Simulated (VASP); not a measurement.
Given:

```xyz
3
Lattice="0.0000 2.9629 2.9629 2.9629 0.0000 2.9629 2.9629 2.9629 0.0000" Properties=species:S:1:pos:R:3 pbc="T T T"
Pb     0.0000     0.0000     0.0000
F      1.4815     1.4815     1.4815
F      4.4444     4.4444     4.4444
```

Computed with revTPSS meta-GGA, VASP's PBE PAW potentials (set 64) (plane waves; VASP 6.6.1). Numerical set-up: 520 eV cut-off, 7×7×7 Γ-centred mesh, tetrahedra with Blöchl corrections, potentials Pb_d F.

Unless said otherwise, spin-orbit coupling is left out, though it shifts the bands of the heavy elements here.

Give the energies of bands 8 to 17 at the high-symmetry points, in eV from the valence-band maximum.

| band | Γ | X | U | L | W |
|---|---|---|---|---|---|
| 8 | -4.63 | -6.50 | -6.43 | -5.98 | -6.45 |
| 9 | -2.63 | -3.71 | -3.64 | -3.16 | -3.88 |
| 10 | -2.63 | -3.71 | -3.48 | -2.82 | -2.82 |
| 11 | -2.63 | -1.68 | -2.20 | -2.82 | -2.82 |
| 12 | -2.10 | -1.68 | -1.84 | -2.29 | -1.74 |
| 13 | -2.10 | -1.68 | -1.69 | -2.29 | -1.62 |
| 14 | -2.10 | -0.14 | -0.03 | -0.05 | 0.00 |
| 15 | 6.91 | 4.47 | 5.39 | 5.13 | 6.15 |
| 16 | 6.91 | 8.06 | 6.81 | 7.82 | 6.15 |
| 17 | 6.91 | 8.06 | 8.04 | 7.82 | 7.66 |

The gap is indirect, 4.47 eV, from the valence maximum at W to the conduction minimum at X.

The compound is PbF2 in the fluorite structure, the β form. It was relaxed first.
